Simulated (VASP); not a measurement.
These are r2SCAN meta-GGA, VASP's PBE PAW potentials (set 64) (plane waves; VASP) values and carry that method's errors.

VASP input:

File POSCAR:
```
Sr
1
   -0.0000000000     3.0477713251     3.0477713251
    3.0477713251    -0.0000000000     3.0477713251
    3.0477713251     3.0477713251    -0.0000000000
Sr
1
Direct
  0.0000000000   0.0000000000   0.0000000000
```

INCAR:
```
SYSTEM = Sr
PREC = Accurate
ENCUT = 480
EDIFF = 1E-7
NELM = 100
ALGO = Normal
LREAL = .FALSE.
LASPH = .TRUE.
ISMEAR = 1
SIGMA = 0.1
METAGGA = R2SCAN
LMIXTAU = .TRUE.
LMAXMIX = 4
LWAVE = .FALSE.
LCHARG = .FALSE.
ISIF = 3
IBRION = 2
NSW = 40
EDIFFG = -0.01
PSTRESS = 20
```

File KPOINTS:
```
Automatic mesh
0
Gamma
10 10 10
0 0 0
```

POTCAR, in this order: Sr_sv (PBE.64 set). Program: vasp_std.

### Question
What will the output report for the number of irreducible k-points (NKPTS), number of bands (NBANDS), largest plane-wave count, number of space-group operations, FFT grid (NGX, NGY, NGZ)?

### Answer

* **number of irreducible k-points (NKPTS)**: 47
* **number of bands (NBANDS)**: 9
* **largest plane-wave count**: 1369
* **number of space-group operations**: 48
* **FFT grid (NGX, NGY, NGZ)**: 32 × 32 × 32

The compound is Sr in the fcc structure. This run relaxes it under an external pressure of 2 GPa. Symmetry was kept, so distortions that lower it aren't found.
